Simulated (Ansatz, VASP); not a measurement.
**SnO2 in two plane-wave programs**

One calculation is typed for both programs; each brings its own data sets. How far apart do they land? The cell is taken from a series of runs on this material, whose earlier steps may have relaxed, scaled, displaced or heated it; both programs get it as it stands.

Calculated with Ansatz 0.2.0; plane waves, with VASP 6.6.1 beside it; G0W0 gap at LDA.

**1. The starting structure**

It takes space group Pbcn (No. 60, orthorhombic). Conventional cell: a = 4.711 Å, b = 5.722 Å, c = 5.247 Å, α = 90.00°, β = 90.00°, γ = 90.00°. Nearest to Sn lie 6 O at 2.03 to 2.10 Å. Nearest to O lie 3 Sn at 2.03 to 2.10 Å. Farther neighbours and most contacts between anions are not listed.

Structure file:

```xyz
12
Lattice="4.7115 0.0000 0.0000 0.0000 5.7222 0.0000 0.0000 0.0000 5.2471" Properties=species:S:1:pos:R:3 pbc="T T T"
Sn    2.3557    3.8071    3.9353
Sn    0.0000    4.7762    1.3118
Sn    2.3557    1.9151    1.3118
Sn    0.0000    0.9460    3.9353
O     3.4384    3.4735    0.4111
O     1.0826    5.1097    4.8360
O     3.6288    5.1097    3.0347
O     1.2731    3.4735    2.2125
O     3.4384    2.2486    3.0347
O     1.0826    0.6124    2.2125
O     3.6288    0.6124    0.4111
O     1.2731    2.2486    4.8360
```

**2. VASP: G0W0 gap, LDA**

Quasiparticle shifts depend on high empty states and on the cores, so they are the hardest test of two PAW sets.

Lines of VASP's logs that name or quote its potential files are left out, and so is its time.

The run reads the wave functions of an earlier VASP run, which isn't shown here.

File INCAR:

```
SYSTEM = SnO2
PREC = Accurate
ENCUT = 440
ISMEAR = 0
SIGMA = 0.01
LREAL = .FALSE.
GGA = CA
NBANDS = 592
ALGO = EVGW0
NELMGW = 1
ENCUTGW = 140
NOMEGA = 64
PRECFOCK = Fast
NBANDSGW = 64
LWAVE = .FALSE.
LCHARG = .FALSE.
```

File POSCAR:

```
SnO2
1.0
    4.7114704392      0.0000000000      0.0000000000
    0.0000000000      5.7221576688      0.0000000000
    0.0000000000      0.0000000000      5.2471142500
Sn O
4 8
Direct
    0.5000000000      0.6653189711      0.7500000000
    0.0000000000      0.8346810289      0.2500000000
    0.5000000000      0.3346810289      0.2500000000
    0.0000000000      0.1653189711      0.7500000000
    0.7297859458      0.6070302987      0.0783479184
    0.2297859458      0.8929697013      0.9216520816
    0.7702140542      0.8929697013      0.5783479184
    0.2702140542      0.6070302987      0.4216520816
    0.7297859458      0.3929697013      0.5783479184
    0.2297859458      0.1070302987      0.4216520816
    0.7702140542      0.1070302987      0.0783479184
    0.2702140542      0.3929697013      0.9216520816
```

File KPOINTS:

```
Automatic mesh
0
Gamma
4 2 2
0 0 0
```

The projector-augmented-wave data sets are Sn_d_GW and O_GW (LDA family, release 64).

Started as:

```sh
$ mpirun -np 8 vasp_std
```

Numbers of over 12 decimals in the logs are rounded to 6 here.

Output:

```text
[banner, memory and clock lines left out]
running    8 mpi-ranks, on    1 nodes
 distrk:  each k-point on    8 cores,    1 groups
 distr:  one band on    1 cores,    8 groups

 POSCAR found type information on POSCAR SnO
 POSCAR found :  2 types and      12 ions
|                                                                             |
|           W    W    AA    RRRRR   N    N  II  N    N   GGGG   !!!           |
|           W    W   A  A   R    R  NN   N  II  NN   N  G    G  !!!           |
|           W    W  A    A  R    R  N N  N  II  N N  N  G       !!!           |
|           W WW W  AAAAAA  RRRRR   N  N N  II  N  N N  G  GGG   !            |
|           WW  WW  A    A  R   R   N   NN  II  N   NN  G    G                |
|           W    W  A    A  R    R  N    N  II  N    N   GGGG   !!!           |
|                                                                             |
|     For optimal performance we recommend to set                             |
|       NCORE = 2 up to number-of-cores-per-socket                            |
|     NCORE specifies how many cores store one orbital (NPAR=cpu/NCORE).      |
|     This setting can greatly improve the performance of VASP for DFT.       |
|     The default, NCORE=1 might be grossly inefficient on modern             |
|     multi-core architectures or massively parallel machines. Do your        |
|     Unfortunately you need to use the default for GW and RPA                |
|     calculations (for HF NCORE is supported but not extensively tested      |
|     yet).                                                                   |
|                                                                             |

|                                                                             |
|           W    W    AA    RRRRR   N    N  II  N    N   GGGG   !!!           |
|           W    W   A  A   R    R  NN   N  II  NN   N  G    G  !!!           |
|           W    W  A    A  R    R  N N  N  II  N N  N  G       !!!           |
|           W WW W  AAAAAA  RRRRR   N  N N  II  N  N N  G  GGG   !            |
|           WW  WW  A    A  R   R   N   NN  II  N   NN  G    G                |
|           W    W  A    A  R    R  N    N  II  N    N   GGGG   !!!           |
|                                                                             |
|     The default for ENCUTGWSOFT is different in this version of VASP.       |
|     please manually set ENCUTGWSOFT =140 in the INCAR file.                 |
|                                                                             |

 LDA part: xc-table for (Slater(with rela. corr.)+CA(PZ))
 , standard interpolation
 found WAVECAR, reading the header
 POSCAR, INCAR and KPOINTS ok, starting setup
 FFT: planning ... GRIDC
 FFT: planning ... GRID_SOFT
 FFT: planning ... GRID
 reading WAVECAR
 the WAVECAR file was read successfully
 initial charge from wavefunction
 available memory per node:     63.00 GB, setting MAXMEM to     64509

 The Fermi energy was updated, please check that it is located mid-gap
 values below the HOMO (VB) or above the LUMO (CB) will cause erroneous energies
 E-fermi :   4.5681

 calculate exact exchange contribution
 the WAVEDER file was read successfully
energies w=
    0.000    0.000    0.538    0.000    1.075    0.000    1.609    0.000
    2.140    0.000    2.666    0.000    3.187    0.000    3.702    0.000
    4.211    0.000    4.713    0.000    5.208    0.000    5.695    0.000
    6.177    0.000    6.651    0.000    7.120    0.000    7.584    0.000
    8.042    0.000    8.497    0.000    8.948    0.000    9.396    0.000
    9.843    0.000   10.289    0.000   10.735    0.000   11.183    0.000
   11.633    0.000   12.086    0.000   12.544    0.000   13.008    0.000
   13.480    0.000   13.961    0.000   14.453    0.000   14.957    0.000
   15.475    0.000   16.011    0.000   16.565    0.000   17.141    0.000
   17.742    0.000   18.372    0.000   19.035    0.000   19.733    0.000
   20.475    0.000   21.265    0.000   22.111    0.000   23.021    0.000
   24.006    0.000   25.076    0.000   26.248    0.000   27.539    0.000
   28.972    0.000   30.573    0.000   32.377    0.000   34.430    0.000
   36.789    0.000   39.531    0.000   42.761    0.000   46.623    0.000
   51.324    0.000   57.169    0.000   64.631    0.000   74.480    0.000
   88.059    0.000  107.954    0.000  139.836    0.000  199.052    0.000
 responsefunction array rank=     544
 LDA part: xc-table for (Slater(with rela. corr.)+CA(PZ))
 , standard interpolation

 min. memory requirement per mpi rank    562.3 MB, per node   4498.4 MB

 allocating   8 responsefunctions rank=   544
 shmem allocating  64 responsefunctions rank=   544
 response function shared by NCSHMEM nodes    1
 Doing            8  frequencies on each core in blocks of           64
NQ=   1    0.0000    0.0000    0.0000,
|.........|.........|.........|.........|.........|.........|.........|.........
 performed       1807000 updates of chi_q(r,r)
 total number of BLAS operations       4170.67 Gflops
NQ=   2    0.2500    0.0000    0.0000,
|.........|.........|.........|.........|.........|.........|.........|.........
 performed       3917000 updates of chi_q(r,r)
 total number of BLAS operations       8825.38 Gflops
NQ=   3    0.5000    0.0000    0.0000,
|.........|.........|.........|.........|.........|.........|.........|.........
 performed       5724000 updates of chi_q(r,r)
 total number of BLAS operations      13074.08 Gflops
NQ=   4    0.0000    0.5000    0.0000,
|.........|.........|.........|.........|.........|.........|.........|.........
 performed       7531000 updates of chi_q(r,r)
 total number of BLAS operations      16984.87 Gflops
NQ=   5    0.2500    0.5000    0.0000,
|.........|.........|.........|.........|.........|.........|.........|.........
 performed       9641000 updates of chi_q(r,r)
 total number of BLAS operations      21657.32 Gflops
NQ=   6    0.5000    0.5000    0.0000,
|.........|.........|.........|.........|.........|.........|.........|.........
 performed      11448000 updates of chi_q(r,r)
 total number of BLAS operations      25448.70 Gflops
NQ=   7    0.0000    0.0000    0.5000,
|.........|.........|.........|.........|.........|.........|.........|.........
 performed      13255000 updates of chi_q(r,r)
 total number of BLAS operations      29697.40 Gflops
NQ=   8    0.2500    0.0000    0.5000,
|.........|.........|.........|.........|.........|.........|.........|.........
 performed      15365000 updates of chi_q(r,r)
 total number of BLAS operations      34585.48 Gflops
NQ=   9    0.5000    0.0000    0.5000,
|.........|.........|.........|.........|.........|.........|.........|.........
 performed      17172000 updates of chi_q(r,r)
 total number of BLAS operations      38617.52 Gflops
NQ=  10    0.0000    0.5000    0.5000,
|.........|.........|.........|.........|.........|.........|.........|.........
 performed      18979000 updates of chi_q(r,r)
 total number of BLAS operations      42897.64 Gflops
NQ=  11    0.2500    0.5000    0.5000,
|.........|.........|.........|.........|.........|.........|.........|.........
 performed      21089000 updates of chi_q(r,r)
 total number of BLAS operations      47749.44 Gflops
NQ=  12    0.5000    0.5000    0.5000,
|.........|.........|.........|.........|.........|.........|.........|.........
 performed      22896000 updates of chi_q(r,r)
 total number of BLAS operations      51781.48 Gflops
 resolving degeneracies of screened two electron integrals

 calculate QP shifts <psi_nk| G(iteration)W_0 |psi_nk>: iteration 1
 entering main loop
```

OUTCAR, selected parts (step 2):

```text
ion  position               nearest neighbor table
   1  0.500  0.665  0.750-   6 2.03   7 2.03   5 2.06   8 2.06   9 2.10  12 2.10
   2  0.000  0.835  0.250-   5 2.03   8 2.03   7 2.06   6 2.06  10 2.10  11 2.10
   3  0.500  0.335  0.250-  10 2.03  11 2.03   9 2.06  12 2.06   5 2.10   8 2.10
   4  0.000  0.165  0.750-   9 2.03  12 2.03  11 2.06  10 2.06   6 2.10   7 2.10
   5  0.730  0.607  0.078-   2 2.03   1 2.06   3 2.10
   6  0.230  0.893  0.922-   1 2.03   2 2.06   4 2.10
   7  0.770  0.893  0.578-   1 2.03   2 2.06   4 2.10
   8  0.270  0.607  0.422-   2 2.03   1 2.06   3 2.10
   9  0.730  0.393  0.578-   4 2.03   3 2.06   1 2.10
  10  0.230  0.107  0.422-   3 2.03   4 2.06   2 2.10
  11  0.770  0.107  0.078-   3 2.03   4 2.06   2 2.10
  12  0.270  0.393  0.922-   4 2.03   3 2.06   1 2.10

  LATTYP: Found a simple orthorhombic cell.
 ALAT       =     4.7114704392
 B/A-ratio  =     1.1136893073
 C/A-ratio  =     1.2145163050

 Subroutine GETGRP returns: Found  8 space group operations
 (whereof  2 operations were pure point group operations)

The static configuration has the point symmetry S_2 .
 The point group associated with its full space group is D_2h.

 Found     12 irreducible k-points:

   k-points           NKPTS =     12   k-points in BZ     NKDIM =     16   number of bands    NBANDS=    592

   dimension x,y,z NGX =    32 NGY =   40 NGZ =   36
   dimension x,y,z NGXF=    64 NGYF=   80 NGZF=   72

   ENCUT  =  440.0 eV  32.34 Ry    5.69 a.u.   8.06  9.79  8.97*2*pi/ulx,y,z

   NELECT =     104.0000    total number of electrons

  energy-cutoff  :      440.00
  volume of cell :      141.46
      direct lattice vectors                 reciprocal lattice vectors
     4.711470439  0.000000000  0.000000000     0.212247962  0.000000000  0.000000000
     0.000000000  5.722157669  0.000000000     0.000000000  0.174759253  0.000000000
     0.000000000  0.000000000  5.247114250     0.000000000  0.000000000  0.190580946

 k-points in reciprocal lattice and weights: Automatic mesh
   0.00000000  0.00000000  0.00000000       0.062
   0.25000000  0.00000000  0.00000000       0.125
   0.50000000  0.00000000  0.00000000       0.062
   0.00000000  0.50000000  0.00000000       0.062
   0.25000000  0.50000000  0.00000000       0.125
   0.50000000  0.50000000  0.00000000       0.062
   0.00000000  0.00000000  0.50000000       0.062
   0.25000000  0.00000000  0.50000000       0.125
   0.50000000  0.00000000  0.50000000       0.062
   0.00000000  0.50000000  0.50000000       0.062
   0.25000000  0.50000000  0.50000000       0.125
   0.50000000  0.50000000  0.50000000       0.062

 E-fermi :   4.5681

 QP shifts <psi_nk| G(iteration)W_0 |psi_nk>: iteration 1
 for sc-GW calculations column KS-energies equals QP-energies in previous step
 and V_xc(KS)=  KS-energies - (<T + V_ion + V_H > + <T+V_H+V_ion>^1  + <V_x>^1)
 k-point   1 :       0.0000    0.0000    0.0000
  band No.  KS-energies  QP-energies   sigma(KS)   V_xc(KS)     V^pw_x(r,r')   Z            occupation Imag(sigma)
    ...
     49       3.2923       2.7372     -20.1945     -19.4355     -24.9198       0.7313       2.0000       0.1001
     50       3.7441       3.1498     -20.5467     -19.7332     -25.4947       0.7304       2.0000       0.0987
     51       3.7692       3.2220     -20.5563     -19.8102     -25.3351       0.7334       2.0000       0.0944
     52       3.8791       3.2868     -20.6228     -19.8157     -25.5960       0.7339       2.0000       0.0977
     53       5.2570       6.1275     -14.2953     -15.3859     -10.9607       0.7982       0.0000      -0.0409
     54       9.9913      11.4324     -15.6836     -17.5721     -11.4183       0.7631       0.0000      -0.0783
     55      10.0824      11.5376     -15.1037     -16.9913     -10.7329       0.7709       0.0000      -0.0724
     56      10.5256      11.5259     -11.0792     -12.3274      -6.6058       0.8014       0.0000      -0.0752
    ...

 k-point   2 :       0.2500    0.0000    0.0000
  band No.  KS-energies  QP-energies   sigma(KS)   V_xc(KS)     V^pw_x(r,r')   Z            occupation Imag(sigma)
    ...
     49       3.3014       2.7008     -20.2554     -19.4342     -25.1362       0.7313       2.0000       0.1011
     50       3.4831       2.8911     -20.2741     -19.4646     -25.1419       0.7312       2.0000       0.1004
     51       3.8309       3.2202     -20.5491     -19.7134     -25.5943       0.7307       2.0000       0.0990
     52       3.8602       3.2471     -20.6188     -19.7817     -25.6548       0.7324       2.0000       0.0987
     53       6.6042       7.5743     -15.5437     -16.7789     -12.4481       0.7854       0.0000      -0.0469
     54       9.1113      10.3743     -14.0730     -15.6819      -9.8995       0.7850       0.0000      -0.0628
     55       9.7609      11.0144     -14.0837     -15.6914      -9.7606       0.7796       0.0000      -0.0777
     56       9.8336      11.2753     -15.3620     -17.2315     -11.1191       0.7711       0.0000      -0.0697
    ...

 k-point   3 :       0.5000    0.0000    0.0000
  band No.  KS-energies  QP-energies   sigma(KS)   V_xc(KS)     V^pw_x(r,r')   Z            occupation Imag(sigma)
    ...
     49       3.6165       2.9849     -20.3867     -19.5195     -25.4565       0.7282       2.0000       0.1010
     50       3.6165       2.9849     -20.3867     -19.5195     -25.4565       0.7282       2.0000       0.1010
     51       3.8540       3.2358     -20.5895     -19.7439     -25.6422       0.7312       2.0000       0.0990
     52       3.8540       3.2358     -20.5895     -19.7439     -25.6422       0.7312       2.0000       0.0990
     53       8.4004       9.6006     -15.2784     -16.8141     -11.4619       0.7815       0.0000      -0.0685
     54       8.4004       9.6006     -15.2784     -16.8141     -11.4619       0.7815       0.0000      -0.0685
     55       9.0932      10.3994     -14.5416     -16.2086     -10.4468       0.7835       0.0000      -0.0611
     56       9.0932      10.3994     -14.5416     -16.2086     -10.4468       0.7835       0.0000      -0.0611
    ...

 k-point   4 :       0.0000    0.5000    0.0000
  band No.  KS-energies  QP-energies   sigma(KS)   V_xc(KS)     V^pw_x(r,r')   Z            occupation Imag(sigma)
    ...
     49       2.9796       2.3940     -20.0443     -19.2447     -24.7427       0.7324       2.0000       0.1012
     50       2.9796       2.3940     -20.0443     -19.2447     -24.7427       0.7324       2.0000       0.1012
     51       3.7949       3.2146     -20.5432     -19.7504     -25.4447       0.7321       2.0000       0.0969
     52       3.7949       3.2146     -20.5432     -19.7504     -25.4447       0.7321       2.0000       0.0969
     53       7.9558       9.1162     -15.8454     -17.3341     -12.4198       0.7795       0.0000      -0.0526
     54       7.9558       9.1162     -15.8454     -17.3341     -12.4198       0.7795       0.0000      -0.0526
     55      10.7029      12.2452     -15.4509     -17.4732     -10.8733       0.7627       0.0000      -0.0840
     56      10.7029      12.2452     -15.4509     -17.4732     -10.8733       0.7627       0.0000      -0.0840
    ...

[... 4 further parts left out ...]
```

[end of part 1 of 2]

[Lines on the potential files, build, host, timing and source positions are cut from VASP's logs without a mark.]

[Logs are printed without paths, hosts, clocks, repeated set-up lines and the standing remarks that a program may print on its own settings, such as how far it seeks lower states.]

[Hosts, paths, dates, database ids (printed as entryN), source tags and the programs' standing remarks are cut or masked in the printed files.]
